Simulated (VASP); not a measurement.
Consider the following.

```
AgCl
1.0
    0.00000     2.76128     2.76128
    2.76128     0.00000     2.76128
    2.76128     2.76128     0.00000
Ag Cl
1 1
Direct
  0.00000   0.00000   0.00000
  0.50000   0.50000   0.50000
```

These are revTPSS meta-GGA, VASP's PBE PAW potentials (set 64) (plane waves; VASP 6.6.1) values and carry that method's errors. Settings: 520 eV cut-off, 8×8×8 Γ-centred mesh, Gaussian smearing of 0.050 eV, potentials Ag Cl.

### Question
Predict the energy per atom (σ→0), band gap (on the k-mesh) with the smallest direct gap where there is one.

### Answer

| Item | Result |
|---|---|
| band gap (on the k-mesh) | 0.91 eV |
| smallest direct gap (on the k-mesh) | 3.26 eV |
| energy per atom (σ→0) | 4.731 eV/atom |

Only differences to runs with the same potentials and settings are physical.

The compound is AgCl in the rock salt structure. It was relaxed first.
